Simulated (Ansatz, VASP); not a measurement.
# Cross-check of Cs3In between VASP and Ansatz, part 2 of 2

One calculation is typed for both programs; each brings its own data sets. How far apart do they land? The cell is generated by rule, not measured, and may not be a known phase. The cell is taken from a series of runs on this material, whose earlier steps may have relaxed, scaled, displaced or heated it; both programs get it as it stands.

VASP 6.6.1 and Ansatz 0.2.0.

So far: Set-up; VASP: zone-centre phonons, PBEsol.

The structure was built from a prototype and need not be the compound's stable phase.

**3. Ansatz: zone-centre phonons, PBEsol**

Level of this step: Ansatz beside VASP: Kohn-Sham DFT, plane waves, PBEsol (Ansatz).

Ansatz runs on its default PAW (the set named soft_2) files.

The same cell, functional, mesh and smearing now go to Ansatz, which takes its cutoff from its data sets.

input.yaml reads:

```yaml
crystal:
  lattice:
    - [0.0, 4.8073841754, 4.8073841754]
    - [4.8073841754, 0.0, 4.8073841754]
    - [4.8073841754, 4.8073841754, 0.0]
  atoms:
    - { symbol: Cs, position: [0.25, 0.25, 0.25] }
    - { symbol: Cs, position: [0.75, 0.75, 0.75] }
    - { symbol: Cs, position: [0.5, 0.5, 0.5] }
    - { symbol: In, position: [0.0, 0.0, 0.0] }
kpoints:
  mp_grid: { grid: [8, 8, 8] }
hamiltonian:
  xc: pbesol
scf:
  occupations: { method: methfessel_paxton, width: 0.2 }
output:
  eigenvalues: true
phonons:
  method: dfpt
```

Started as:

```
> ansatz run input.yaml --threads 8 --pin off --max-ram 14336MiB --backend cpu --events-out ev --progress --plain --runs-dir out
```

Numbers of over 12 decimals in the logs are rounded to 6 here.

The log of the run:

```text
zone centre: on kpoints.mp_grid the ground state, and the responses unless they are solved on pairs of k-points, stand on 59 of the mesh's 512 k-points, reduced under 8 symmetry operations, with k and −k counted as one. Each operation leaves every solved displacement unchanged or reverses it
Engine: ansatz 0.2.0, x86_64-unknown-linux-gnu
Pseudopotentials: kind: paw
Pseudopotential: Cs, paw, valence charge 9, recommended cutoff 420 eV (normal), Cs.paw.azcp
Pseudopotential: In, paw, valence charge 13, recommended cutoff 420 eV (normal), In.paw.azcp
Functional definition: PBEsol
  exchange = pbesol_x
  correlation = pbesol_c
Crystal: 4 atoms, lattice volume = 222.206 Å³
Basis set: ecut = 420 eV, 4285 PW (Γ), exchange–correlation on 96×96×96 points (8 copies of the dense FFT grid, shifted against one another)
Bands: 24, of which v1, the nominal top of the filled ones, is band 20 counted from 1 (19 counted from 0)
Symmetry: 48 space group operations
k-points: 59 of 512 (irreducible under 8 space group operations, time reversal used)
Non-local potential: Cs, projectors of the file, l = 0: 3, l = 1: 2, l = 2: 2, l = 3: 2
Non-local potential: In, projectors of the file, l = 0: 2, l = 1: 2, l = 2: 2, l = 3: 2
PAW form: soft (Blöchl's): semilocal exchange-correlation on the pseudo side does not see the compensation charge
PAW frozen core: Cs, regenerated for the run's functional, and the local potential with it (the file was generated under x = pbe(κ = 0.804, μ = 0.219515), c = pbe(β = 0.066725))
PAW frozen core: In, regenerated for the run's functional, and the local potential with it (the file was generated under x = pbe(κ = 0.804, μ = 0.219515), c = pbe(β = 0.066725))
PAW one-centre angular grid: Cs, 194 points (default); XC on 64 Gauss nodes
PAW one-centre angular grid: In, 590 points (default); XC on 64 Gauss nodes
Initial density: superposition of atomic densities (neutral atoms: chi_scale 0, normalization atom), corrected by the library's trained network
Initial wavefunctions: pseudopotential atomic-orbital guess
Functional: x = pbesol(κ = 0.804, μ = 0.123457), c = pbesol(β = 0.046)
SCF iter   1: F=—  HF=-22282.370106 eV  |F-HF|=—  |Δ(HF+E_count)|=         —  Δρ=2.24e-3  dr2=1.41e-2  ethr=1.77e-3  ⟨swp⟩=10.3  Hψ=15257  notcnv=0
automatic band count: the SCF goes on with 28 bands, as 24 were too few: they end inside the smearing window of the response
preconditioner: auto → Kerker (q_TF=auto, 2.050 Å⁻¹)  [metal: Δε(μ)=0.004 eV  Ē_g=11.669 eV  σ=0.200 eV  W_gap=0.02  n_scr=26 (ndim 8)  ℏωp=14.5 eV  f_vac=0.000  D(μ)=8.35/eV (n_scr^D=58)]
SCF iter   2: F=—  HF=-22282.369478 eV  |F-HF|=—  |Δ(HF+E_count)|=   6.29e-4  S|Δr|=    0.00e0  Δρ=1.05e-3  dr2=5.37e-3  ethr=3.52e-5  ⟨swp⟩=2.1  Hψ=2931  notcnv=0
SCF iter   3: F=—  HF=-22282.369332 eV  |F-HF|=—  |Δ(HF+E_count)|=   1.45e-4  S|Δr|=    0.00e0  Δρ=3.15e-4  dr2=8.48e-4  ethr=1.34e-5  ⟨swp⟩=2.0  Hψ=1758  notcnv=0
SCF iter   4: F=—  HF=-22282.369297 eV  |F-HF|=—  |Δ(HF+E_count)|=   3.54e-5  S|Δr|=    0.00e0  Δρ=6.51e-5  dr2=2.25e-5  ethr=2.12e-6  ⟨swp⟩=2.0  Hψ=1793  notcnv=0
SCF iter   5: F=—  HF=-22282.369297 eV  |F-HF|=—  |Δ(HF+E_count)|=   3.11e-9  S|Δr|=    0.00e0  Δρ=2.71e-5  dr2=2.32e-6  ethr=5.63e-8  ⟨swp⟩=2.3  Hψ=2817  notcnv=0
SCF iter   6: F=—  HF=-22282.369246 eV  |F-HF|=—  |Δ(HF+E_count)|=   5.09e-5  S|Δr|=    0.00e0  Δρ=8.23e-6  dr2=2.66e-7  ethr=5.80e-9  ⟨swp⟩=2.0  Hψ=2612  notcnv=0
SCF iter   7: F=—  HF=-22282.369246 eV  |F-HF|=—  |Δ(HF+E_count)|=   4.79e-9  S|Δr|=    0.00e0  Δρ=1.64e-6  dr2=1.99e-8  ethr=6.64e-10  ⟨swp⟩=2.0  Hψ=2642  notcnv=0
SCF iter   8: F=—  HF=-22282.369246 eV  |F-HF|=—  |Δ(HF+E_count)|=  9.71e-10  S|Δr|=    0.00e0  Δρ=6.14e-7  dr2=3.08e-9  ethr=4.98e-11  ⟨swp⟩=2.0  Hψ=2297  notcnv=0
SCF iter   9: F=—  HF=-22282.369246 eV  |F-HF|=—  |Δ(HF+E_count)|=   1.08e-9  S|Δr|=    0.00e0  Δρ=2.24e-7  dr2=1.81e-10  ethr=7.70e-12  ⟨swp⟩=2.5  Hψ=2838  notcnv=0
SCF iter  10: F=-22282.369246 eV  HF=-22282.369246 eV  |F-HF|=7.28e-12  |Δ(HF+E_count)|=  1.09e-11  S|Δr|=    0.00e0  Δρ=4.86e-8  dr2=6.97e-12  ethr=1.00e-12  ⟨swp⟩=11.0  Hψ=10285  notcnv=0
SCF 1 converged in 10 iterations: F = -22282.369246 eV  dr2 = 6.97e-12
  greatest PAW one-centre occupation: 0.981 electrons in one spin orbital (limit 2), on the In atom at site 3 (counted from 0), in its partial waves of l = 2
DFPT response loops at Γ: preconditioner auto → Kerker (q_TF=auto, 2.050 Å⁻¹) (partly filled bands, converged f_vac=0.000); β = 1.00, the filter's whole step (`scf.mixing.beta` (0.50) is not read by the response loops under this deck's `scf.mixing.preconditioner`; to damp them name `kerker` or `kerker_dos`, under which they read `scf.mixing.beta`, and type it under 1.00, their step now; both keys bind the ground state too); Broyden in place of MSR1
SCF converged after 10 iterations
Stability not checked: this state was not tested for a lower state beside it, because cold or Methfessel-Paxton smearing, or corrected tetrahedra, fill the levels in a way that the test cannot read (fill_not_monotonic; see scf.lower_state_search)
Free energy (F): -22282.369246 eV
Harris-Foulkes:  -22282.369246 eV  (|F-HF|=7.28e-12)
Internal energy: -22282.343342 eV  (E = F + TS)
E sigma→0 (E₀):  -22282.362770 eV
Entropy (-TS):   -0.025904 eV (-6.476 meV/atom)
Fermi energy:    5.420560 eV
--- Per-component energies (eV) ---
  E_band       = -259.290439
  E_kinetic    = 667.323334
  E_local      = -2324.618363  (includes V_loc(G=0)·N_el)
  E_nonlocal   = 461.055295
  E_hartree    = 888.568411
  E_xc         = -730.073930
  E_vxc        = -476.242616  (∫ρ·V_xc dr)
  E_paw        = -19032.002872  (= ΣΔE_a)
  E_vpaw       = -363.944902  (= ΣTr[D̂ρ^β])
  E_aug_tail   = 0.000021  (compensation charges beyond the density's cutoff)
  E_ewald      = -2213.263621
  E_core_change = 0.668383  (= ΣΔE_core)
  E_smearing   = -0.025904  (= −TS)
  E_closure    = -0.000000  (closes the sum)
  Σ components = -22282.369246   (vs F -22282.369246, Δ=0.00e0)
--- Band table (eV; the first three rows and the last of 59) ---
  k-point 0: bands = [... 16 lower, -4.3746, 0.5866, 5.4347, 5.4347, 5.4347, 5.8444, 6.1403, 6.1403, ... 4 higher]
  k-point 1: bands = [... 16 lower, -4.3783, 0.6382, 5.0301, 5.3787, 5.3787, 6.3326, 6.3326, 6.4424, ... 4 higher]
  k-point 2: bands = [... 16 lower, -4.3875, 0.7553, 4.7214, 5.3170, 5.3170, 6.7647, 6.7647, 7.1593, ... 4 higher]
  k-point 58: bands = [... 16 lower, -4.4332, 0.9317, 5.0300, 5.0300, 5.6042, 6.2811, 7.0963, 7.0963, ... 4 higher]
--- Phonons (Γ-DFPT): 3 representative perturbations + reference, on 59 of 512 k-points (Σ response iterations 9) ---
  k mesh reduced under 8 symmetry operations, with k and −k counted as one. Each operation leaves every solved displacement unchanged or reverses it
  ASR residual: 3.792e-4 → 0.000e0 eV/Å²; symmetrization residual: 1.906e-4 eV/Å²
  ASR residual per site (eV/Å²): 1.51e-4 1.51e-4 7.03e-6 3.79e-4
  Γ frequencies (cm⁻¹): 0.00 0.00 0.00 34.38 34.38 34.38 45.85 45.85 45.85 53.28 53.28 53.28
  non-analytic LO–TO correction: not included (Born effective charges unavailable; polar crystals: no LO–TO splitting at Γ)
```

In the SCF lines HF is the Harris–Foulkes energy and dr2 the Hartree energy of the density residual, in eV; the loop may stop once dr2 is under the threshold and the program's other checks hold. Hψ counts applications of the Hamiltonian.

**4. Side by side**

Known differences besides the potentials themselves: the cutoff is 420 eV in Ansatz and 500 eV in VASP; Ansatz makes its cores anew for this functional, VASP keeps those of its PBE data sets. Total energies have different zeros and are not compared.

Compared:

```tsv
quantity	Ansatz	VASP	difference
optical mode 1 to 3 (cm⁻¹)	34.4	35.6	-1.2
optical mode 4 to 6 (cm⁻¹)	45.9	45.7	+0.2
optical mode 7 to 9 (cm⁻¹)	53.3	53.4	-0.24 %
```

Modes are paired by rising frequency, not by their patterns, so a pair may set unlike modes beside each other; they are those without the splitting of longitudinal modes.

**5. Results**

```
r.m.s. difference of the optical zone-centre modes, each program's sorted by frequency (zone-centre phonons, PBEsol) : 0.71 cm⁻¹
```

**Reading.** The r.m.s. difference of the optical zone-centre modes, each program's sorted by frequency is 0.71 cm⁻¹ (zone-centre phonons, PBEsol). 2 further runs of this series are not shown here. Such differences can come from data sets, numerical settings and the points named under the comparisons, not from the functional's error against experiment.

[Lines on the potential files, build, host, timing and source positions are cut from VASP's logs without a mark.]

[Logs are printed without paths, hosts, clocks, repeated set-up lines and the standing remarks that a program may print on its own settings, such as how far it seeks lower states.]

[Hosts, paths, dates, database ids (printed as entryN), source tags and the programs' standing remarks are cut or masked in the printed files.]
